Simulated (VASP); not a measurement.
The system is HfOs3.

```
Hf Os
1.0
     3.97356    0.00000    0.00000
     0.00000    3.97356    0.00000
     0.00000    0.00000    3.97356
Hf Os
1 3
Direct
  0.00000 0.00000 0.00000
  0.50000 0.50000 0.00000
  0.50000 0.00000 0.50000
  0.00000 0.50000 0.50000
```

The cell comes from a database or a generator and needn't be the stable form of this composition.

Base run:

```yaml
Program: VASP 6.6.1
Functional: r2SCAN
Potentials_or_basis: VASP PAW PBE potentials, release 64 (Hf_pv, Os)
Cutoff: 520 eV
k_mesh: 6 × 6 × 6
Occupations: fermi-dirac, width 0.1 eV
Spin: no spin polarisation
```

Its results: band gap on the k mesh none (metal or under the smearing width); pressure -4.9 GPa.

Question: The run is repeated on the same cell with these changes: functional from r2SCAN to BLYP. What comes out?

Answer: Band gap on the k mesh none (metal or under the smearing width); pressure 14.0 GPa.

Caveats: the PAW data sets were made with another functional, which shifts forces and pressure a little.

Not every run made on this cell is shown here.
